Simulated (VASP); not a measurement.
# Relaxed cell of CeO2 (Cerianite): a test of cutoff and mesh, part 2 of 3

Aim: test the relaxed volume of CeO2 (Cerianite) against cutoff and mesh. The starting structure is a measured crystal structure from the Crystallography Open Database. The first relaxation on each setting starts from this cell expanded by 3 % in volume.

VASP 6.6.1.

Results so far: reference 13.11 Å³ an atom.

### Step 3. Relaxation with a cutoff of 400 eV

Level of this step: PBEsol, spin-polarised from an antiferromagnetic start; plane waves and PAW (Ce, O) (VASP).

Against step 2 the input has ENCUT = 400. This run starts from the cell of an earlier relaxation, which isn't shown; the restart sets up the plane waves anew.

File INCAR:

```
SYSTEM = CeO2
PREC = Accurate
ENCUT = 400
EDIFF = 1E-06
NELM = 150
ISMEAR = 0
SIGMA = 0.03
LREAL = .FALSE.
ALGO = Normal
GGA = PS
NBANDS = 33
ISPIN = 2
MAGMOM = 1 -1 0 0 0 0
LASPH = .TRUE.
LMAXMIX = 6
AMIX = 0.2
BMIX = 1E-04
AMIX_MAG = 0.8
BMIX_MAG = 1E-04
LORBIT = 11
LWAVE = .FALSE.
LCHARG = .FALSE.
KPAR = 8
IBRION = 2
NSW = 50
ISIF = 3
EDIFFG = -0.006
```

File POSCAR:

```
CeO2
1.0
    0.0000000000      2.6826702464      2.6826702464
    2.6826702464      0.0000000000      2.6826702464
    5.3652741809      5.3652741809      0.0000663120
Ce O
2 4
Direct
    0.0000000000      0.0000000000      0.0000000000
    0.0000000000      0.0000000000      0.5000000000
    0.7499999758      0.7499999758      0.3750000363
    0.7499999758      0.7499999758      0.8750000363
    0.2500000242      0.2500000242      0.1249999637
    0.2500000242      0.2500000242      0.6249999637
```

File KPOINTS:

```
Automatic mesh
0
Gamma
8 8 8
0 0 0
```

PAW data sets: Ce and O (PBE family, release 64).

Started as:

```bash
> mpirun -np 8 vasp_std
```

The log of the run:

```text
[banner, memory and clock lines left out]
running    8 mpi-ranks, on    1 nodes
[...]
[... a notice as in an earlier step ...]

 [... a notice as in an earlier step ...]

 LDA part: xc-table for (Slater+PW92), standard interpolation
 POSCAR, INCAR and KPOINTS ok, starting setup
[...]
entering main loop
       N       E                     dE             d eps       ncg     rms          rms(c)
DAV:   1     0.519757512726E+03    0.51976E+03   -0.17769E+04  8596   0.158E+03
DAV:   2     0.851438517371E+02   -0.43461E+03   -0.38103E+03  9635   0.339E+02
DAV:   3    -0.519127456662E+02   -0.13706E+03   -0.13148E+03 11213   0.171E+02
DAV:   4    -0.642539676120E+02   -0.12341E+02   -0.12218E+02 14235   0.531E+01
[...]
DAV:  20    -0.551489525436E+02   -0.10224E-04   -0.75756E-05 16185   0.503E-02    0.308E-02
DAV:  21    -0.551489518845E+02    0.65915E-06   -0.22704E-05 12920   0.330E-02    0.847E-03
DAV:  22    -0.551489517019E+02    0.18250E-06   -0.66878E-06  9538   0.180E-02
[...]
DAV:  11    -0.551409173964E+02   -0.70573E-06   -0.65425E-06 10873   0.172E-02
   2 F= -.55140917E+02 E0= -.55140917E+02  d E =0.803431E-02  mag=    -0.0000
 trial-energy change:    0.008034  1 .order    0.007802   -0.017293    0.032897
 step:   0.3383(harm=  0.3445)  dis= 0.00000  next Energy=   -55.151868 (dE=-0.292E-02)
[...]
N       E                     dE             d eps       ncg     rms          rms(c)
DAV:   1    -0.552158236376E+02   -0.74907E-01   -0.16932E+00  8772   0.948E+00    0.471E+00
DAV:   2    -0.551786827230E+02    0.37141E-01   -0.25603E-01 12924   0.410E+00    0.195E+00
DAV:   3    -0.551591879815E+02    0.19495E-01   -0.10313E-01 12154   0.170E+00    0.157E+00
DAV:   4    -0.551514864168E+02    0.77016E-02   -0.49253E-02 11120   0.165E+00    0.120E-01
[...]
DAV:   9    -0.551517308769E+02    0.46606E-05   -0.54393E-05 14620   0.377E-02    0.794E-03
DAV:  10    -0.551517309525E+02   -0.75579E-07   -0.10513E-05 11507   0.130E-02    0.233E-03
DAV:  11    -0.551517310410E+02   -0.88582E-07   -0.11209E-06  6275   0.513E-03
   3 F= -.55151731E+02 E0= -.55151731E+02  d E =-.277934E-02  mag=    -0.0000
[...]
reached required accuracy - stopping structural energy minimisation
```

It took 2.6 min on 8 MPI ranks of Intel Xeon Platinum 8375C at 2.90GHz (Ice Lake), shared host; peak memory 3 GiB.

Parts of OUTCAR (step 3):

```text
  Total        0.0017262      0.0017262      0.0017262     -0.0006691      0.0006691      0.0006691
  in kB        0.0360621      0.0360621      0.0360621     -0.0139780      0.0139780      0.0139780
  external PRESSURE =       0.0360621 kB  Pullay stress =       0.0000000 kB

 POSITION                                       TOTAL-FORCE (eV/Angst)
 -----------------------------------------------------------------------------------
      2.67650      2.67650      5.35300         0.000000      0.000000      0.000000
      5.35295      5.35295      5.35305         0.000000      0.000000      0.000000
      4.01471      4.01471      4.01478         0.000021      0.000021     -0.000021
      6.69116      6.69116      4.01483         0.000021      0.000021     -0.000021
      1.33824      1.33824      1.33826        -0.000021     -0.000021      0.000021
      4.01469      4.01469      1.33831        -0.000021     -0.000021      0.000021
 -----------------------------------------------------------------------------------
    total drift:                                0.000000     -0.000000      0.000000

  FREE ENERGIE OF THE ION-ELECTRON SYSTEM (eV)
  ---------------------------------------------------
  free  energy   TOTEN  =       -55.1517310410 eV

  energy  without entropy=      -55.1517310410  energy(sigma->0) =      -55.15173104

 magnetization (x)
# of ion       s       p       d       f       tot
--------------------------------------------------
    1       -0.000  -0.000  -0.000  -0.000  -0.000
    2        0.000   0.000   0.000   0.000   0.000
    3       -0.000  -0.000   0.000   0.000  -0.000
    4        0.000   0.000   0.000   0.000   0.000
    5        0.000   0.000   0.000   0.000   0.000
    6       -0.000  -0.000   0.000   0.000  -0.000
--------------------------------------------------
tot          0.000   0.000   0.000   0.000   0.000

[... 2 parts as in an earlier step ...]

[... 2 further parts left out ...]
[key lines of the parts left out:]
E-fermi :   5.7615
```

With a cutoff of 400 eV the cell ends at 12.782 Å³ an atom, -2.47 % from the reference; the bulk modulus is 210.4 GPa against 190.4 GPa.

### Step 4. Relaxation with a 4×4×4 mesh

Against step 2 the input has a 4×4×4 mesh. This run starts from the cell of an earlier relaxation, which isn't shown; the restart sets up the plane waves anew.

Changes to INCAR since step 3:

```diff
@@ -2,3 +2,3 @@
 PREC = Accurate
-ENCUT = 400
+ENCUT = 520
 EDIFF = 1E-06
```

File POSCAR:

```
CeO2
1.0
    0.0000000000      2.6993850553      2.6993850553
    2.6993850553      0.0000000000      2.6993850553
    5.3987138431      5.3987138431      0.0000562676
Ce O
2 4
Direct
    0.0000000000      0.0000000000      0.0000000000
    0.0000000000      0.0000000000      0.5000000000
    0.7500002017      0.7500002017      0.3749996975
    0.7500002017      0.7500002017      0.8749996975
    0.2499997983      0.2499997983      0.1250003025
    0.2499997983      0.2499997983      0.6250003025
```

File KPOINTS:

```
Automatic mesh
0
Gamma
4 4 4
0 0 0
```

Started as:

```bash
> mpirun -np 8 vasp_std
```

The log of the run:

```text
[... set-up lines as in an earlier step ...]
 entering main loop
       N       E                     dE             d eps       ncg     rms          rms(c)
DAV:   1     0.563229753826E+03    0.56323E+03   -0.21072E+04  1716   0.192E+03
DAV:   2     0.107238139918E+03   -0.45599E+03   -0.39551E+03  1847   0.369E+02
DAV:   3    -0.491178211098E+02   -0.15636E+03   -0.14991E+03  2228   0.188E+02
DAV:   4    -0.642318198248E+02   -0.15114E+02   -0.14990E+02  2816   0.612E+01
[...]
DAV:  20    -0.550889003110E+02    0.40442E-04   -0.20038E-04  2893   0.986E-02    0.287E-02
DAV:  21    -0.550889000152E+02    0.29578E-06   -0.11349E-05  2647   0.233E-02    0.203E-02
DAV:  22    -0.550888997664E+02    0.24877E-06   -0.12636E-06  1328   0.781E-03
   1 F= -.55088900E+02 E0= -.55088900E+02  d E =-.550889E+02  mag=     0.0000
[...]
N       E                     dE             d eps       ncg     rms          rms(c)
DAV:   1    -0.550909124758E+02   -0.20125E-02   -0.54466E-02  1801   0.172E+00    0.806E-01
[...]
DAV:   8    -0.550887420446E+02   -0.80949E-06   -0.30246E-06  1856   0.847E-03
   2 F= -.55088742E+02 E0= -.55088742E+02  d E =0.157722E-03  mag=    -0.0000
 trial-energy change:    0.000158  1 .order    0.000124   -0.000239    0.000487
 step:   0.2738(harm=  0.3294)  dis= 0.00000  next Energy=   -55.088932 (dE=-0.321E-04)
[...]
N       E                     dE             d eps       ncg     rms          rms(c)
DAV:   1    -0.550900181489E+02   -0.12769E-02   -0.28516E-02  1816   0.124E+00    0.576E-01
DAV:   2    -0.550893608901E+02    0.65726E-03   -0.40806E-03  2628   0.517E-01    0.238E-01
DAV:   3    -0.550890386304E+02    0.32226E-03   -0.17171E-03  2464   0.218E-01    0.186E-01
DAV:   4    -0.550889119776E+02    0.12665E-03   -0.81419E-04  2249   0.213E-01    0.166E-02
DAV:   5    -0.550889117932E+02    0.18441E-06   -0.70022E-05  2828   0.361E-02    0.158E-02
DAV:   6    -0.550889128776E+02   -0.10844E-05   -0.17086E-05  2862   0.172E-02    0.112E-02
DAV:   7    -0.550889122459E+02    0.63169E-06   -0.18821E-05  2968   0.214E-02    0.477E-03
DAV:   8    -0.550889122429E+02    0.29531E-08   -0.12657E-06  1252   0.615E-03
   3 F= -.55088912E+02 E0= -.55088912E+02  d E =-.124765E-04  mag=    -0.0000
[...]
reached required accuracy - stopping structural energy minimisation
```

Run time: 69 s. Hardware: 8 MPI ranks; peak memory 2.6 GiB.

OUTCAR, selected parts (step 4):

```text
  Total        0.0002498      0.0002498      0.0002498     -0.0011960      0.0011960      0.0011960
  in kB        0.0050906      0.0050906      0.0050906     -0.0243712      0.0243712      0.0243712
  external PRESSURE =       0.0050906 kB  Pullay stress =       0.0000000 kB

 POSITION                                       TOTAL-FORCE (eV/Angst)
 -----------------------------------------------------------------------------------
      0.00000      0.00000      0.00000         0.000000      0.000000     -0.000000
      2.69876      2.69876      0.00005         0.000000      0.000000     -0.000000
      4.04817      4.04817      4.04824        -0.000013     -0.000013      0.000013
      6.74692      6.74692      4.04828        -0.000013     -0.000013      0.000013
      1.34939      1.34939      1.34941         0.000013      0.000013     -0.000013
      4.04815      4.04815      1.34946         0.000013      0.000013     -0.000013
 -----------------------------------------------------------------------------------
    total drift:                               -0.000000     -0.000000     -0.000000

  FREE ENERGIE OF THE ION-ELECTRON SYSTEM (eV)
  ---------------------------------------------------
  free  energy   TOTEN  =       -55.0889122429 eV

  energy  without entropy=      -55.0889122429  energy(sigma->0) =      -55.08891224

 magnetization (x)
# of ion       s       p       d       f       tot
--------------------------------------------------
    1        0.000   0.000  -0.000   0.000   0.000
    2       -0.000  -0.000   0.000  -0.000  -0.000
    3       -0.000   0.000   0.000   0.000   0.000
    4        0.000  -0.000   0.000   0.000  -0.000
    5        0.000  -0.000   0.000   0.000  -0.000
    6       -0.000   0.000   0.000   0.000   0.000
--------------------------------------------------
tot          0.000   0.000   0.000   0.000   0.000

[... 1 part as in an earlier step ...]

[... 3 further parts left out ...]
[key lines of the parts left out:]
E-fermi :   5.5110
```

With a 4×4×4 mesh the cell ends at 13.104 Å³ an atom, -0.01 % from the reference; the bulk modulus is 194.0 GPa against 190.4 GPa.

### Step 5. Relaxation with a cutoff of 680 eV

Against step 2 the input has ENCUT = 680. This run starts from the cell of an earlier relaxation, which isn't shown; the restart sets up the plane waves anew.

Changes to INCAR since step 4:

```diff
@@ -2,3 +2,3 @@
 PREC = Accurate
-ENCUT = 520
+ENCUT = 680
 EDIFF = 1E-06
```

File POSCAR:

```
CeO2
1.0
    0.0000000000      2.6984107727      2.6984107727
    2.6984107727      0.0000000000      2.6984107727
    5.3968242353      5.3968242353     -0.0000026899
Ce O
2 4
Direct
    0.0000000000      0.0000000000      0.0000000000
    0.0000000000      0.0000000000      0.5000000000
    0.7499999931      0.7499999931      0.3750000103
    0.7499999931      0.7499999931      0.8750000103
    0.2500000069      0.2500000069      0.1249999897
    0.2500000069      0.2500000069      0.6249999897
```

File KPOINTS:

```
Automatic mesh
0
Gamma
8 8 8
0 0 0
```

Started as:

```bash
> mpirun -np 8 vasp_std
```

The log of the run:

```text
[... set-up lines as in an earlier step ...]
 entering main loop
       N       E                     dE             d eps       ncg     rms          rms(c)
DAV:   1     0.603189151689E+03    0.60319E+03   -0.25021E+04  8644   0.236E+03
DAV:   2     0.117056076742E+03   -0.48613E+03   -0.41965E+03  9364   0.408E+02
DAV:   3    -0.478442117300E+02   -0.16490E+03   -0.15790E+03 11264   0.207E+02
DAV:   4    -0.642287665919E+02   -0.16385E+02   -0.16167E+02 14129   0.649E+01
[...]
DAV:  20    -0.551046496235E+02    0.25600E-04   -0.80453E-05 14290   0.645E-02    0.375E-02
DAV:  21    -0.551046435298E+02    0.60936E-05   -0.30792E-05 12487   0.421E-02    0.144E-02
DAV:  22    -0.551046444017E+02   -0.87183E-06   -0.33443E-06  9294   0.131E-02
   1 F= -.55104644E+02 E0= -.55104644E+02  d E =-.551046E+02  mag=    -0.0000
[...]
N       E                     dE             d eps       ncg     rms          rms(c)
DAV:   1    -0.551054322130E+02   -0.78868E-03   -0.21767E-02  9100   0.109E+00    0.514E-01
[...]
DAV:   6    -0.551045475006E+02   -0.26799E-05   -0.14257E-05 13922   0.173E-02    0.106E-02
DAV:   7    -0.551045504332E+02   -0.29326E-05   -0.15730E-05 15188   0.199E-02    0.351E-03
DAV:   8    -0.551045507531E+02   -0.31996E-06   -0.96085E-07  6482   0.534E-03
   2 F= -.55104551E+02 E0= -.55104551E+02  d E =0.936486E-04  mag=    -0.0000
 trial-energy change:    0.000094  1 .order    0.000064   -0.000096    0.000223
 step:   0.2076(harm=  0.3009)  dis= 0.00000  next Energy=   -55.104654 (dE=-0.970E-05)
[...]
N       E                     dE             d eps       ncg     rms          rms(c)
DAV:   1    -0.551051714081E+02   -0.62097E-03   -0.13676E-02  9031   0.866E-01    0.398E-01
DAV:   2    -0.551048586485E+02    0.31276E-03   -0.19517E-03 13198   0.362E-01    0.165E-01
DAV:   3    -0.551047036603E+02    0.15499E-03   -0.80787E-04 12216   0.150E-01    0.128E-01
DAV:   4    -0.551046440909E+02    0.59569E-04   -0.38547E-04 11306   0.148E-01    0.116E-02
DAV:   5    -0.551046437787E+02    0.31222E-06   -0.32093E-05 14710   0.252E-02    0.109E-02
DAV:   6    -0.551046441510E+02   -0.37232E-06   -0.89656E-06 12108   0.130E-02
   3 F= -.55104644E+02 E0= -.55104644E+02  d E =0.250665E-06  mag=    -0.0000
[...]
reached required accuracy - stopping structural energy minimisation
```

Run time: 3.5 min. Hardware: 8 MPI ranks; peak memory 4.8 GiB; 27 min of CPU time.

OUTCAR, selected parts (step 5):

```text
  Total       -0.0185428     -0.0185428     -0.0185428      0.0000268     -0.0000268     -0.0000268
  in kB       -0.3781286     -0.3781286     -0.3781286      0.0005460     -0.0005460     -0.0005460
  external PRESSURE =      -0.3781286 kB  Pullay stress =       0.0000000 kB

 POSITION                                       TOTAL-FORCE (eV/Angst)
 -----------------------------------------------------------------------------------
      0.00000      0.00000      0.00000        -0.000000     -0.000000     -0.000000
      2.69813      2.69813     -0.00000        -0.000000     -0.000000     -0.000000
      4.04719      4.04719      4.04719         0.000005      0.000005     -0.000005
      6.74532      6.74532      4.04719         0.000005      0.000005     -0.000005
      1.34906      1.34906      1.34906        -0.000005     -0.000005      0.000005
      4.04719      4.04719      1.34906        -0.000005     -0.000005      0.000005
 -----------------------------------------------------------------------------------
    total drift:                               -0.000000      0.000000     -0.000000

  FREE ENERGIE OF THE ION-ELECTRON SYSTEM (eV)
  ---------------------------------------------------
  free  energy   TOTEN  =       -55.1046441510 eV

  energy  without entropy=      -55.1046441510  energy(sigma->0) =      -55.10464415

 magnetization (x)
# of ion       s       p       d       f       tot
--------------------------------------------------
    1        0.000   0.000  -0.000  -0.000   0.000
    2       -0.000  -0.000   0.000   0.000  -0.000
    3       -0.000   0.000   0.000   0.000   0.000
    4        0.000  -0.000   0.000   0.000  -0.000
    5        0.000  -0.000   0.000   0.000  -0.000
    6       -0.000   0.000   0.000   0.000   0.000
--------------------------------------------------
tot          0.000   0.000   0.000   0.000   0.000

[... 2 parts as in an earlier step ...]

[... 2 further parts left out ...]
[key lines of the parts left out:]
E-fermi :   5.5199
```

With a cutoff of 680 eV the cell ends at 13.095 Å³ an atom, -0.08 % from the reference; the bulk modulus is 190.6 GPa against 190.4 GPa.

(Part 2 of 3 ends here.)

[Lines on the potential files, build, host, timing and source positions are cut from VASP's logs without a mark.]

[Logs are printed without paths, hosts, clocks, repeated set-up lines and the standing remarks that a program may print on its own settings, such as how far it seeks lower states.]

[Hosts, paths, dates, database ids (printed as entryN), source tags and the programs' standing remarks are cut or masked in the printed files.]
